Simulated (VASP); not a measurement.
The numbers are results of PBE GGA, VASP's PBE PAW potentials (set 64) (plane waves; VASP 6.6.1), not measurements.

VASP input:

INCAR:
```
SYSTEM=BaZrO3
PREC=Accurate; ENCUT=520; LREAL=F
LASPH=T
EDIFF=1E-7; NELM=100; ALGO=Normal
LMAXMIX=4
ISMEAR=-5
GGA=PE
ISIF=2
LWAVE=F; LCHARG=T; LORBIT=11
NEDOS=601
LEFG=T
```

### POSCAR
```
BaZrO3
1
    4.2365739830     0.0000000000     0.0000000000
    0.0000000000     4.2365739830     0.0000000000
    0.0000000000     0.0000000000     4.2365739830
Ba Zr O
1 1 3
Direct
  0.0000000000   0.0000000000   0.0000000000
  0.5000000000   0.5000000000   0.5000000000
  0.5000000000   0.0000000000   0.5000000000
  0.0000000000   0.5000000000   0.5000000000
  0.5000000000   0.5000000000   0.0000000000
```

KPOINTS:
```
Automatic mesh
0
Gamma
6 6 6
0 0 0
```

POTCAR, in this order: Ba_sv Zr_sv O (PBE.64 set). Program: vasp_std.

Unless said otherwise, spin-orbit coupling is left out, though it shifts the bands of the heavy elements here.

### Question
What does the run give for the energy per atom (σ→0), band gap (on the k-mesh)?

### Answer

```json
{
 "energy per atom (σ→0)": "-8.345 eV/atom",
 "band gap (on the k-mesh)": "3.12 eV"
}
```

OSZICAR:
```
...
DAV:   9    -0.417238273089E+02    0.80339E-03   -0.56751E-02  1344   0.140E+00    0.468E-01
DAV:  10    -0.417257242075E+02   -0.18969E-02   -0.16577E-02  1264   0.114E+00    0.257E-01
DAV:  11    -0.417252923279E+02    0.43188E-03   -0.23864E-03  1272   0.425E-01    0.385E-02
DAV:  12    -0.417253454118E+02   -0.53084E-04   -0.16084E-04  1176   0.986E-02    0.392E-02
DAV:  13    -0.417253460430E+02   -0.63117E-06   -0.29132E-05  1512   0.409E-02    0.530E-03
DAV:  14    -0.417253464753E+02   -0.43236E-06   -0.28308E-06  1240   0.140E-02    0.281E-03
DAV:  15    -0.417253464752E+02    0.13733E-09   -0.48733E-07  1280   0.472E-03
   1 F= -.41725346E+02 E0= -.41725346E+02  d E =0.000000E+00
```

The compound is BaZrO3 in the cubic perovskite structure. It was relaxed first.
